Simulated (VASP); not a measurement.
# Relaxed cell of InSb with and without spin-orbit coupling

Aim: relax InSb with and without spin-orbit coupling. The starting structure is a measured crystal structure from the Crystallography Open Database. The first relaxation on each setting starts from this cell expanded by 3 % in volume.

Calculated with VASP 6.6.1; Kohn-Sham DFT with plane waves and PAW; PBEsol and PBEsol + spin-orbit coupling.

## (1) Set-up

The structure is cubic, space group F-43m (No. 216). The conventional cell has a = 6.478 Å, b = 6.478 Å, c = 6.478 Å, α = 90.00°, β = 90.00°, γ = 90.00°. Sb has 4 In at 2.81 Å nearest. Nearest to In lie 4 Sb at 2.81 Å. Farther neighbours are not listed.

Structure file:

```
Sb In
1.0
     0.00000    3.23910    3.23910
     3.23910    0.00000    3.23910
     3.23910    3.23910    0.00000
Sb In
1 1
Direct
  0.75000 0.75000 0.75000
  0.00000 0.00000 0.00000
```

## (2) Relaxation without spin-orbit coupling

File INCAR:

```
SYSTEM = InSb
PREC = Accurate
ENCUT = 450
EDIFF = 1E-06
NELM = 100
ISMEAR = 0
SIGMA = 0.05
LREAL = .FALSE.
ALGO = Normal
GGA = PS
NBANDS = 15
LORBIT = 11
LWAVE = .FALSE.
LCHARG = .FALSE.
KPAR = 8
IBRION = 2
NSW = 50
ISIF = 3
EDIFFG = -0.006
LASPH = .TRUE.
```

File POSCAR:

```
InSb
1.0
    0.0000000000      3.2711723829      3.2711723829
    3.2711723829      0.0000000000      3.2711723829
    3.2711723829      3.2711723829      0.0000000000
Sb In
1 1
Direct
    0.7500000000      0.7500000000      0.7500000000
    0.0000000000      0.0000000000      0.0000000000
```

File KPOINTS:

```
Automatic mesh
0
Gamma
8 8 8
0 0 0
```

Potentials, in the order of the species: Sb and In_d (PBE family, release 64).

Launch:

```sh
> mpirun -np 8 vasp_std
```

Output:

```text
[banner, memory and clock lines left out]
running    8 mpi-ranks, on    1 nodes
 distrk:  each k-point on    1 cores,    8 groups
 distr:  one band on    1 cores,    1 groups

 POSCAR found type information on POSCAR SbIn
 POSCAR found :  2 types and       2 ions
|                                                                             |
|           W    W    AA    RRRRR   N    N  II  N    N   GGGG   !!!           |
|           W    W   A  A   R    R  NN   N  II  NN   N  G    G  !!!           |
|           W    W  A    A  R    R  N N  N  II  N N  N  G       !!!           |
|           W WW W  AAAAAA  RRRRR   N  N N  II  N  N N  G  GGG   !            |
|           WW  WW  A    A  R   R   N   NN  II  N   NN  G    G                |
|           W    W  A    A  R    R  N    N  II  N    N   GGGG   !!!           |
|                                                                             |
|     For optimal performance we recommend to set                             |
|       NCORE = 2 up to number-of-cores-per-socket                            |
|     NCORE specifies how many cores store one orbital (NPAR=cpu/NCORE).      |
|     This setting can greatly improve the performance of VASP for DFT.       |
|     The default, NCORE=1 might be grossly inefficient on modern             |
|     multi-core architectures or massively parallel machines. Do your        |
|     Unfortunately you need to use the default for GW and RPA                |
|     calculations (for HF NCORE is supported but not extensively tested      |
|     yet).                                                                   |
|                                                                             |

|                                                                             |
|               ----> ADVICE to this user running VASP <----                  |
|                                                                             |
|     You enforced a specific xc type in the INCAR file but a different       |
|     [... a line on the potential file left out ...]
|     I HOPE YOU KNOW WHAT YOU ARE DOING!                                     |
|                                                                             |

 LDA part: xc-table for (Slater+PW92), standard interpolation
 POSCAR, INCAR and KPOINTS ok, starting setup
 FFT: planning ... GRIDC
 FFT: planning ... GRID_SOFT
 FFT: planning ... GRID
 WAVECAR not read
 entering main loop
       N       E                     dE             d eps       ncg     rms          rms(c)
DAV:   1     0.108479446860E+03    0.10848E+03   -0.74008E+03   870   0.106E+03
DAV:   2    -0.622336666965E+00   -0.10910E+03   -0.10593E+03   975   0.275E+02
DAV:   3    -0.762948852429E+01   -0.70072E+01   -0.69847E+01  1073   0.754E+01
DAV:   4    -0.782460128152E+01   -0.19511E+00   -0.19508E+00  1102   0.146E+01
DAV:   5    -0.783468352216E+01   -0.10082E-01   -0.10082E-01  1288   0.271E+00    0.386E+00
DAV:   6    -0.771716228161E+01    0.11752E+00   -0.18137E-01  1269   0.715E+00    0.219E+00
DAV:   7    -0.769545488387E+01    0.21707E-01   -0.66512E-02  1214   0.276E+00    0.595E-01
DAV:   8    -0.769471542564E+01    0.73946E-03   -0.75027E-03  1158   0.104E+00    0.241E-01
DAV:   9    -0.769512787572E+01   -0.41245E-03   -0.78737E-04  1003   0.264E-01    0.758E-02
DAV:  10    -0.769511241711E+01    0.15459E-04   -0.40450E-05  1178   0.481E-02    0.332E-02
DAV:  11    -0.769513412524E+01   -0.21708E-04   -0.37398E-05   989   0.528E-02    0.216E-02
DAV:  12    -0.769513467446E+01   -0.54922E-06   -0.10685E-06   829   0.994E-03
   1 F= -.76951347E+01 E0= -.76950594E+01  d E =-.769513E+01
 curvature:   0.00 expect dE= 0.000E+00 dE for cont linesearch  0.000E+00
 trial: gam= 0.00000 g(F)=  0.105E-45 g(S)=  0.218E-02 ort = 0.000E+00 (trialstep = 0.100E+01)
 search vector abs. value=  0.218E-02
 bond charge predicted
       N       E                     dE             d eps       ncg     rms          rms(c)
DAV:   1    -0.772205473956E+01   -0.26921E-01   -0.62200E-01  1115   0.140E+01    0.100E+00
DAV:   2    -0.769959778094E+01    0.22457E-01   -0.47116E-02  1087   0.456E+00    0.359E-01
DAV:   3    -0.769599470430E+01    0.36031E-02   -0.10198E-02  1136   0.186E+00    0.187E-01
DAV:   4    -0.769593002558E+01    0.64679E-04   -0.37312E-04   912   0.167E-01    0.125E-01
DAV:   5    -0.769587904174E+01    0.50984E-04   -0.51665E-05  1094   0.604E-02    0.547E-02
DAV:   6    -0.769587879964E+01    0.24210E-06   -0.17521E-05  1256   0.376E-02    0.103E-02
DAV:   7    -0.769587773914E+01    0.10605E-05   -0.12418E-06   716   0.188E-02    0.215E-03
DAV:   8    -0.769587757980E+01    0.15934E-06   -0.46840E-07   526   0.119E-02
   2 F= -.76958776E+01 E0= -.76958023E+01  d E =-.742905E-03
 trial-energy change:   -0.000743  1 .order   -0.000712   -0.002176    0.000753
 step:   0.7548(harm=  0.7429)  dis= 0.00000  next Energy=    -7.695969 (dE=-0.835E-03)
 bond charge predicted
       N       E                     dE             d eps       ncg     rms          rms(c)
DAV:   1    -0.769753070757E+01   -0.16530E-02   -0.37868E-02  1122   0.351E+00    0.242E-01
DAV:   2    -0.769620229117E+01    0.13284E-02   -0.27531E-03  1073   0.108E+00    0.889E-02
DAV:   3    -0.769597814843E+01    0.22414E-03   -0.64340E-04  1129   0.468E-01    0.441E-02
DAV:   4    -0.769597269681E+01    0.54516E-05   -0.23067E-05   926   0.427E-02    0.298E-02
DAV:   5    -0.769596670415E+01    0.59927E-05   -0.30404E-06   996   0.142E-02    0.134E-02
DAV:   6    -0.769596486928E+01    0.18349E-05   -0.82602E-07   666   0.932E-03    0.208E-03
DAV:   7    -0.769596499450E+01   -0.12522E-06   -0.26419E-07   463   0.853E-03
   3 F= -.76959650E+01 E0= -.76958897E+01  d E =-.830320E-03
 curvature:  -0.37 expect dE=-0.329E-06 dE for cont linesearch -0.329E-06
 trial: gam= 0.00000 g(F)=  0.128E-45 g(S)=  0.888E-06 ort =-0.440E-04 (trialstep = 0.951E+00)
 search vector abs. value=  0.889E-06
 reached required accuracy - stopping structural energy minimisation
```

Run time: 7 s. Hardware: 8 MPI ranks of Intel Xeon 6975P-C (Granite Rapids), shared host; peak memory 1.6 GiB.

Lines that name or quote the potential files are left out of all logs, and their timing lines are given in words.

OUTCAR, selected parts (step 2):

```text
ion  position               nearest neighbor table
   1  0.750  0.750  0.750-   2 2.83   2 2.83   2 2.83   2 2.83
   2  0.000  0.000  0.000-   1 2.83   1 2.83   1 2.83   1 2.83

  LATTYP: Found a face centered cubic cell.
 ALAT       =     6.5423447658

 Subroutine GETGRP returns: Found 24 space group operations
 (whereof 24 operations were pure point group operations)

The static configuration has the point symmetry T_d .

 Found     29 irreducible k-points:

   k-points           NKPTS =     29   k-points in BZ     NKDIM =     29   number of bands    NBANDS=     15

   dimension x,y,z NGX =    32 NGY =   32 NGZ =   32
   dimension x,y,z NGXF=    64 NGYF=   64 NGZF=   64

   ENCUT  =  450.0 eV  33.07 Ry    5.75 a.u.   8.00  8.00  8.00*2*pi/ulx,y,z

   NELECT =      18.0000    total number of electrons

 k-points in reciprocal lattice and weights: Automatic mesh
   0.00000000  0.00000000  0.00000000       0.002
   0.12500000  0.00000000  0.00000000       0.016
   0.25000000  0.00000000  0.00000000       0.016
   0.37500000  0.00000000  0.00000000       0.016
   0.50000000  0.00000000  0.00000000       0.008
   0.12500000  0.12500000  0.00000000       0.012
   0.25000000  0.12500000  0.00000000       0.047
   0.37500000  0.12500000  0.00000000       0.047
   0.50000000  0.12500000  0.00000000       0.047
[...]
-0.37500000  0.50000000  0.12500000       0.023
  -0.25000000  0.50000000  0.25000000       0.012

 average (electrostatic) potential at core
       1 -87.2685       2 -96.2801

 E-fermi :   4.7732

 k-point     1 :       0.0000    0.0000    0.0000
  band No.  band energies     occupation
    ...
      6      -5.8672      2.00000
      7       4.3853      2.00000
      8       4.7580      1.33333
      9       4.7580      1.33333
     10       4.7580      1.33333
     11       7.6903      0.00000
     12       7.6903      0.00000
     13       7.6903      0.00000
     14      10.3033      0.00000
     15      13.0017      0.00000

 k-point     2 :       0.1250    0.0000    0.0000
  band No.  band energies     occupation
    ...
      5      -9.6624      2.00000
      6      -5.7291      2.00000
      7       2.8518      2.00000
      8       4.5549      2.00000
      9       4.5549      2.00000
     10       5.5881      0.00000
     11       7.9719      0.00000
     12       7.9719      0.00000
     13       8.0243      0.00000
     14      11.0806      0.00000
    ...

 k-point     3 :       0.2500    0.0000    0.0000
  band No.  band energies     occupation
    ...
      5      -9.6624      2.00000
      6      -5.3420      2.00000
      7       1.1391      2.00000
      8       4.1749      2.00000
      9       4.1749      2.00000
     10       5.5250      0.00000
     11       8.4131      0.00000
     12       8.4131      0.00000
     13       9.3600      0.00000
     14      11.4947      0.00000
    ...

  Total        0.0035040      0.0035040      0.0035040     -0.0000000      0.0000000     -0.0000000
  in kB        0.0809561      0.0809561      0.0809561     -0.0000000      0.0000000     -0.0000000
  external PRESSURE =       0.0809561 kB  Pullay stress =       0.0000000 kB

  energy-cutoff  :      450.00
  volume of cell :       69.35
      direct lattice vectors                 reciprocal lattice vectors
    -0.000000000  3.260844260  3.260844260    -0.153334523  0.153334523  0.153334523
     3.260844260  0.000000000  3.260844260     0.153334523 -0.153334523  0.153334523
     3.260844260  3.260844260  0.000000000     0.153334523  0.153334523 -0.153334523

 POSITION                                       TOTAL-FORCE (eV/Angst)
 -----------------------------------------------------------------------------------
      4.89127      4.89127      4.89127         0.000000      0.000000      0.000000
      0.00000      0.00000      0.00000        -0.000000     -0.000000     -0.000000
 -----------------------------------------------------------------------------------
    total drift:                                0.000000      0.000000      0.000000

  FREE ENERGIE OF THE ION-ELECTRON SYSTEM (eV)
  ---------------------------------------------------
  free  energy   TOTEN  =        -7.6959649945 eV

  energy  without entropy=       -7.6958143477  energy(sigma->0) =       -7.69588967

 reached required accuracy - stopping structural energy minimisation

 total charge
# of ion       s       p       d       tot
------------------------------------------
    1        1.140   1.319   0.019   2.478
    2        0.871   0.700   9.864  11.435
--------------------------------------------------
tot          2.012   2.019   9.883  13.914

[... 3 further parts left out ...]
```

CONTCAR:

```
InSb
   1.00000000000000
    -0.0000000000000000    3.2608442596612606    3.2608442596612606
     3.2608442596612606    0.0000000000000000    3.2608442596612606
     3.2608442596612606    3.2608442596612606    0.0000000000000000
  Sb              In
     1     1
Direct
     0.7500000000000000    0.7500000000000000    0.7500000000000000
     0.0000000000000000    0.0000000000000000    0.0000000000000000
```

The run shows no gap at this level; if that holds and bands cross the Fermi level widely, this k-mesh is coarse for it. The PAW data sets were made with PBE, which is usual practice but a small mismatch for other functionals. The run keeps the 24 symmetry operations of its start, so it cannot find a distortion of lower symmetry.

Without spin-orbit coupling the relaxed cell holds 34.673 Å³ an atom, with a = 6.522 Å.

## (3) Relaxation with spin-orbit coupling

Against step 2 the input has LNONCOLLINEAR = .TRUE., MAGMOM = 0 0 0 0 0 0, GGA_COMPAT = .FALSE. and LSORBIT = .TRUE. (also changed: NBANDS).

Changes to INCAR since step 2:

```diff
@@ -10,3 +10,8 @@
 GGA = PS
-NBANDS = 15
+LNONCOLLINEAR = .TRUE.
+MAGMOM = 0 0 0 0 0 0
+NBANDS = 30
+GGA_COMPAT = .FALSE.
+LASPH = .TRUE.
+LSORBIT = .TRUE.
 LORBIT = 11
@@ -19,2 +24 @@
 EDIFFG = -0.006
-LASPH = .TRUE.
```

POSCAR is that of step 2.

KPOINTS is that of step 2.

Launch:

```sh
> mpirun -np 8 vasp_ncl
```

Output:

```text
[banner, memory and clock lines left out]
running    8 mpi-ranks, on    1 nodes
[...]
[... a notice as in an earlier step ...]

 [... a notice as in an earlier step ...]

 LDA part: xc-table for (Slater+PW92), standard interpolation
 POSCAR, INCAR and KPOINTS ok, starting setup
[...]
entering main loop
       N       E                     dE             d eps       ncg     rms          rms(c)
DAV:   1     0.142086366899E+03    0.14209E+03   -0.69429E+03  2580   0.108E+03
DAV:   2     0.564733424305E+01   -0.13644E+03   -0.13133E+03  2664   0.310E+02
DAV:   3    -0.738128380214E+01   -0.13029E+02   -0.12865E+02  3164   0.110E+02
DAV:   4    -0.790607055574E+01   -0.52479E+00   -0.52402E+00  3070   0.245E+01
[...]
DAV:  10    -0.779769662433E+01   -0.16362E-03   -0.26971E-04  3164   0.236E-01    0.491E-02
DAV:  11    -0.779777093943E+01   -0.74315E-04   -0.89852E-05  3230   0.670E-02    0.247E-02
DAV:  12    -0.779777069897E+01    0.24046E-06   -0.24568E-06  3022   0.147E-02
[...]
DAV:   7    -0.779838743416E+01   -0.89531E-06   -0.22670E-06  2574   0.155E-02
   2 F= -.77983874E+01 E0= -.77983323E+01  d E =-.616735E-03  mag=    -0.0000    -0.0000     0.0000
 trial-energy change:   -0.000617  1 .order   -0.000660   -0.001969    0.000650
 step:   0.7327(harm=  0.7519)  dis= 0.00000  next Energy=    -7.798475 (dE=-0.704E-03)
[...]
N       E                     dE             d eps       ncg     rms          rms(c)
DAV:   1    -0.780014985559E+01   -0.17633E-02   -0.40634E-02  3370   0.365E+00    0.245E-01
DAV:   2    -0.779873748048E+01    0.14124E-02   -0.29669E-03  3308   0.114E+00    0.932E-02
DAV:   3    -0.779849149006E+01    0.24599E-03   -0.70549E-04  3712   0.502E-01    0.387E-02
DAV:   4    -0.779848555884E+01    0.59312E-05   -0.36774E-05  3022   0.593E-02    0.286E-02
DAV:   5    -0.779847996129E+01    0.55976E-05   -0.31112E-06  2878   0.145E-02    0.144E-02
DAV:   6    -0.779847861612E+01    0.13452E-05   -0.49619E-07  1858   0.832E-03    0.407E-03
DAV:   7    -0.779847798770E+01    0.62842E-06   -0.38766E-07  1614   0.568E-03
   3 F= -.77984780E+01 E0= -.77984229E+01  d E =-.707289E-03  mag=    -0.0000     0.0000     0.0000
[...]
reached required accuracy - stopping structural energy minimisation
```

It took 37 s on 8 MPI ranks; peak memory 3.1 GiB; 4.8 min of CPU time.

OUTCAR, selected parts (step 3):

```text
  Total        0.0005535      0.0005535      0.0005535     -0.0000000      0.0000000     -0.0000000
  in kB        0.0127782      0.0127782      0.0127782     -0.0000000      0.0000000     -0.0000000
  external PRESSURE =       0.0127782 kB  Pullay stress =       0.0000000 kB

 POSITION                                       TOTAL-FORCE (eV/Angst)
 -----------------------------------------------------------------------------------
      4.89245      4.89245      4.89245        -0.000000     -0.000000     -0.000000
      0.00000      0.00000      0.00000         0.000000      0.000000      0.000000
 -----------------------------------------------------------------------------------
    total drift:                                0.000000      0.000000      0.000000

  FREE ENERGIE OF THE ION-ELECTRON SYSTEM (eV)
  ---------------------------------------------------
  free  energy   TOTEN  =        -7.7984779877 eV

  energy  without entropy=       -7.7983677944  energy(sigma->0) =       -7.79842289

 magnetization (x)
# of ion       s       p       d       tot
------------------------------------------
    1        0.000   0.000   0.000   0.000
    2       -0.000   0.000  -0.000   0.000
--------------------------------------------------
tot         -0.000   0.000  -0.000   0.000

 magnetization (y)
# of ion       s       p       d       tot
------------------------------------------
    1        0.000   0.000   0.000   0.000
    2       -0.000   0.000   0.000  -0.000
--------------------------------------------------
tot         -0.000   0.000   0.000  -0.000

 magnetization (z)
# of ion       s       p       d       tot
------------------------------------------
    1        0.000   0.000   0.000   0.000
    2       -0.000   0.000  -0.000   0.000
--------------------------------------------------
tot         -0.000   0.000   0.000   0.000

[... 1 part as in an earlier step ...]

[... 3 further parts left out ...]
[key lines of the parts left out:]
E-fermi :   4.9861
```

With spin-orbit coupling the relaxed cell holds 34.698 Å³ an atom, with a = 6.523 Å.

## (4) The runs compared

```
                        run  volume (Å³/atom)   a (Å)  pressure left (GPa)  core minutes
without spin-orbit coupling            34.673  6.5217                0.008         0.933
   with spin-orbit coupling            34.698  6.5233                0.001          4.93
```

Core minutes are wall time times ranks, summed over the relaxations behind a row (those for a bulk modulus apart), on shared hosts.

## (5) Results

```yaml
volume_without_spin_orbit_coupling: 34.673 Å³/atom
volume_with_spin_orbit_coupling: 34.698 Å³/atom
```

The run with spin-orbit coupling gives a volume +0.07 % from the one without. The relaxations stop with 0.008 and 0.001 GPa left; at a bulk modulus of 50 GPa, to name a scale, that difference alone shifts the volume by 0.01 %. The k mesh isn't tested here. GGA_COMPAT also differs between the two, which alone can make a change this small. Further runs on this material are not shown.

[Lines on the potential files, build, host, timing and source positions are cut from VASP's logs without a mark.]

[Logs are printed without paths, hosts, clocks, repeated set-up lines and the standing remarks that a program may print on its own settings, such as how far it seeks lower states.]

[Hosts, paths, dates, database ids (printed as entryN), source tags and the programs' standing remarks are cut or masked in the printed files.]
